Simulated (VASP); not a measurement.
The input files of a VASP run:

### POSCAR
```
Co
1.0
  1.2550000000  -2.1737240000   0.0000000000
  1.2550000000   2.1737240000   0.0000000000
  0.0000000000   0.0000000000   4.0700000000
Co
2
Direct
  0.3333330000   0.6666670000   0.2500000000
  0.6666670000   0.3333330000   0.7500000000
```

**INCAR**
```
SYSTEM = Co
PREC = Accurate
ENCUT = 520
EDIFF = 1E-6
NELM = 100
ALGO = Normal
LREAL = .FALSE.
LASPH = .TRUE.
ISMEAR = 1
SIGMA = 0.1
GGA = RP
LMAXMIX = 4
ISPIN = 2
MAGMOM = 1.8 1.8
LORBIT = 10
LWAVE = .FALSE.
LCHARG = .FALSE.
IBRION = 2
ISIF = 3
NSW = 60
EDIFFG = -0.01
```

File KPOINTS:
```
K-points
0
G
  15 15 8
0 0 0
```

POTCAR, in this order: Co (PBE.64 set). Program: vasp_std.

Problem. Translate this RPBE calculation to Quantum ESPRESSO's pw.x.

Solution. One equivalent input (not run):
```
&CONTROL
  calculation = 'vc-relax'
  pseudo_dir = './pseudo'
  outdir = './out'
  tprnfor = .true.
  tstress = .true.
  nstep = 60
  forc_conv_thr = 0.00039
/
&SYSTEM
  ibrav = 0
  nat = 2
  ntyp = 1
  ecutwfc = 96
  occupations = 'smearing'
  smearing = 'methfessel-paxton'
  degauss = 0.00735
  input_dft = 'rpbe'
  nspin = 2
  starting_magnetization(1) = 0.18
/
&ELECTRONS
  conv_thr = 7.3e-08
  electron_maxstep = 100
/
&IONS
/
&CELL
/
ATOMIC_SPECIES
  Co 58.933 Co.upf
CELL_PARAMETERS angstrom
     1.2550000   -2.1737240    0.0000000
     1.2550000    2.1737240    0.0000000
     0.0000000    0.0000000    4.0700000
ATOMIC_POSITIONS crystal
  Co   0.3333330  0.6666670  0.2500000
  Co   0.6666670  0.3333330  0.7500000
K_POINTS automatic
  15 15 8 0 0 0
```
What does not carry over: the potentials are each code's own (VASP's PAW set, PseudoDojo norm-conserving files in pw.x), so ENCUT and ecutwfc are chosen apart and not converted; conv_thr bounds pw.x's estimated SCF error, while EDIFF bounds the energy change between steps; starting_magnetization is a fraction of the valence charge and MAGMOM a moment in μB, so they match only roughly; forc_conv_thr acts on force components and is met together with etot_conv_thr.

The compound is Co in the hcp structure. This run relaxes it. Symmetry was kept, so distortions that lower it aren't found.
